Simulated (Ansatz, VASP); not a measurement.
One calculation of Ru2C, two programs

INCAR

```
SYSTEM = Ru2C
PREC = Accurate ; ENCUT = 600
EDIFF = 1E-7 ; ISMEAR = 0
SIGMA = 0.1 ; LREAL = .FALSE.
LASPH = .TRUE. ; NELM = 100
ALGO = Normal ; ISIF = 3
LWAVE = .FALSE. ; LCHARG = .FALSE.
GGA = PE ; IBRION = 2
NSW = 90 ; EDIFFG = -0.04
```

Contents of KPOINTS:

```
Automatic mesh
0
G
  4 4 4
  0 0 0
```

Contents of POSCAR:

```
Ru2C
1.0
    0.0000000000      3.3987108300      3.3987108300
    3.3987108300      0.0000000000      3.3987108300
    3.3987108300      3.3987108300      0.0000000000
Ru C
4 2
Direct
    0.6250000000      0.6250000000      0.6250000000
    0.1250000000      0.6250000000      0.6250000000
    0.6250000000      0.6250000000      0.1250000000
    0.6250000000      0.1250000000      0.6250000000
    0.0000000000      0.0000000000      0.0000000000
    0.2500000000      0.2500000000      0.2500000000
```

Input for Ansatz:

```yaml
crystal:
  lattice:
    - [0.0, 3.39871083, 3.39871083]
    - [3.39871083, 0.0, 3.39871083]
    - [3.39871083, 3.39871083, 0.0]
  atoms:
    - { symbol: Ru, position: [0.625, 0.625, 0.625] }
    - { symbol: Ru, position: [0.125, 0.625, 0.625] }
    - { symbol: Ru, position: [0.625, 0.625, 0.125] }
    - { symbol: Ru, position: [0.625, 0.125, 0.625] }
    - { symbol: C, position: [0.0, 0.0, 0.0] }
    - { symbol: C, position: [0.25, 0.25, 0.25] }
basis:
  ecutwfc: 420
kpoints:
  mp_grid: { grid: [4, 4, 4] }
hamiltonian:
  xc: pbe
scf:
  occupations: { method: gaussian, width: 0.1 }
  lower_state_search: "off"
output:
  forces: true
  stress: true
  eigenvalues: true
relax:
  adjacent_minimum: "off"
  f_tol: 0.04
  max_steps: 70
  cell: { stress_tol: 0.4 }
```

Change from the starting cell: species swapped into the LaRu2 type (Fd-3m, No. 227).

Alike in both runs: task relaxation of cell and atoms; functional PBE; k mesh 4 × 4 × 4; occupations gaussian, width 0.1 eV; no spin polarisation.

|  | VASP | Ansatz |
| --- | --- | --- |
| version | VASP 6.6.1 | Ansatz 0.2.0 |
| potentials or method | VASP PAW PBE potentials, release 64 (Ru_pv, C) | scalar-relativistic, plane waves, PAW |
| plane-wave cutoff (eV) | 600 | 420 |
| valence electrons in the cell | 64 | 72 |

|  | VASP | Ansatz | Ansatz less VASP |
| --- | --- | --- | --- |
| gap on the k mesh at the Fermi level, each at its own relaxed structure (eV) | none | none | - |
| relaxed volume (Å³/atom) | 14.24 | 14.22 | -0.020 |
| relaxed cell length with the largest relative difference (Å) | 4.943 | 4.941 | -0.0023 |
| energy change over the relaxation (meV/atom) | -63 | -62 | +1.4 |

A gap of «none» marks a metal or a gap that the smearing closes. The two sets of potentials don't hold the same shells in valence.

Caveats: the k mesh is coarse (spacing up to 0.40 Å⁻¹), so the values aren't converged.
